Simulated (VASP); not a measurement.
All values below come from PBE GGA with D4 dispersion, VASP's PBE PAW potentials (set 64) (plane waves; VASP 6.6.1).

VASP input:

File KPOINTS:
```
Automatic mesh
0
Gamma
18 18 18
0 0 0
```

**POSCAR**
```
Ni
1
    0.0000000000     1.7225047976     1.7225047976
    1.7225047976     0.0000000000     1.7225047976
    1.7225047976     1.7225047976     0.0000000000
Ni
1
Direct
  0.0000000000   0.0000000000   0.0000000000
```

**INCAR**
```
LWAVE=.FALSE.
LORBIT=10
LMAXMIX=4   # l cut-off of mixed one-centre charges
SYSTEM=Ni
LREAL=.FALSE.
LCHARG=.FALSE.
PREC=Accurate
SIGMA=0.1   # width (eV)
NELM=100
EDIFF=1E-7
ENCUT=520   # plane-wave cut-off (eV)
ISIF=2   # forces and stress, cell fixed
IVDW=13
ISPIN=2   # spin-polarised
GGA=PE   # PBE
ALGO=Normal   # blocked Davidson
LASPH=.TRUE.   # aspherical one-centre terms
ISMEAR=1   # Methfessel-Paxton
MAGMOM=0.6
```

POTCAR, in this order: Ni (PBE.64 set). Program: vasp_std.

Output of the run:

**OSZICAR**
```
       N       E                     dE             d eps       ncg     rms          rms(c)
DAV:   1     0.221164148528E+02    0.22116E+02   -0.49005E+03  7180   0.146E+03
DAV:   2    -0.605388670218E+01   -0.28170E+02   -0.27169E+02  7117   0.166E+02
DAV:   3    -0.645988681000E+01   -0.40600E+00   -0.40452E+00  8153   0.262E+01
DAV:   4    -0.646371951623E+01   -0.38327E-02   -0.38322E-02  7950   0.220E+00
DAV:   5    -0.646381808656E+01   -0.98570E-04   -0.98569E-04  8074   0.300E-01    0.105E+01
DAV:   6    -0.572310222621E+01    0.74072E+00   -0.15168E+01  7383   0.646E+01    0.545E+00
DAV:   7    -0.546506195182E+01    0.25804E+00   -0.22469E+00  7413   0.236E+01    0.216E+00
DAV:   8    -0.544693201292E+01    0.18130E-01   -0.24018E-02  9919   0.185E+00    0.976E-01
DAV:   9    -0.544485651745E+01    0.20755E-02   -0.13984E-03 10390   0.370E-01    0.256E-01
DAV:  10    -0.544441446218E+01    0.44206E-03   -0.49442E-04  9074   0.181E-01    0.345E-02
DAV:  11    -0.544441970314E+01   -0.52410E-05   -0.13177E-05  9064   0.462E-02    0.308E-02
DAV:  12    -0.544442068506E+01   -0.98192E-06   -0.12780E-06  8883   0.134E-02    0.547E-03
DAV:  13    -0.544442094555E+01   -0.26049E-06   -0.31240E-07  6064   0.565E-03    0.191E-03
DAV:  14    -0.544442094744E+01   -0.18954E-08   -0.12088E-08  3667   0.144E-03
   1 F= -.59262959E+01 E0= -.59264307E+01  d E =0.404325E-03  mag=     0.6096
```

OUTCAR:
```
------------------------ aborting loop because EDIFF is reached ----------------------------------------
  Edisp (eV):   -0.48187
  FORCE on cell =-STRESS in cart. coord.  units (eV):
  Direction    XX          YY          ZZ          XY          YZ          ZX
  --------------------------------------------------------------------------------------
  Total       0.46656     0.46656     0.46656    -0.00000     0.00000     0.00000
  in kB      73.13164    73.13164    73.13164    -0.00000     0.00000     0.00000
  external pressure =       73.13 kB  Pullay stress =        0.00 kB
  volume of cell :       10.22
      direct lattice vectors                 reciprocal lattice vectors
     0.000000000  1.722504798  1.722504798    -0.290274953  0.290274953  0.290274953
     1.722504798  0.000000000  1.722504798     0.290274953 -0.290274953  0.290274953
     1.722504798  1.722504798  0.000000000     0.290274953  0.290274953 -0.290274953
 POSITION                                       TOTAL-FORCE (eV/Angst)
 -----------------------------------------------------------------------------------
      0.00000      0.00000      0.00000        -0.000000     -0.000000      0.000000
 -----------------------------------------------------------------------------------
    total drift:                               -0.000000     -0.000000      0.000000
  FREE ENERGIE OF THE ION-ELECTRON SYSTEM (eV)
  ---------------------------------------------------
  free  energy   TOTEN  =        -5.9262959001 eV

  energy  without entropy=       -5.9267002247  energy(sigma->0) =       -5.92643067

 total charge

# of ion       s       p       d       tot
------------------------------------------
    1        0.526   0.556   8.346   9.428

 magnetization (x)

# of ion       s       p       d       tot
------------------------------------------
    1       -0.006  -0.025   0.647   0.616
```
(Selected blocks of OUTCAR.)

The compound is Ni in the fcc structure. This cell is one point of a volume scan, at 0.97 of the reference volume.
